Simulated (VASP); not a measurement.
Given:

```yaml
crystal:
  lattice:
    - [0.00000, 2.25223, 2.25223]
    - [2.25223, 0.00000, 2.25223]
    - [2.25223, 2.25223, 0.00000]
  atoms:
    - { symbol: Na, position: [0.00000, 0.00000, 0.00000] }
    - { symbol: F, position: [0.50000, 0.50000, 0.50000] }
```

Computed with LDA (Ceperley-Alder, Perdew-Zunger), VASP's LDA PAW potentials (set 64) (plane waves; VASP 6.6.1). Settings: 520 eV cut-off, Gaussian smearing of 0.050 eV, potentials Na_pv F.

**Question.** Estimate the band gap (along the path) with the smallest direct gap where there is one.

**Answer.** 
| Item | Result |
|---|---|
| band gap (along the path) | 6.43 eV |
| smallest direct gap (along the path) | 6.43 eV |

The compound is NaF in the rock salt structure. It was relaxed first, which changed the volume by -8 %.
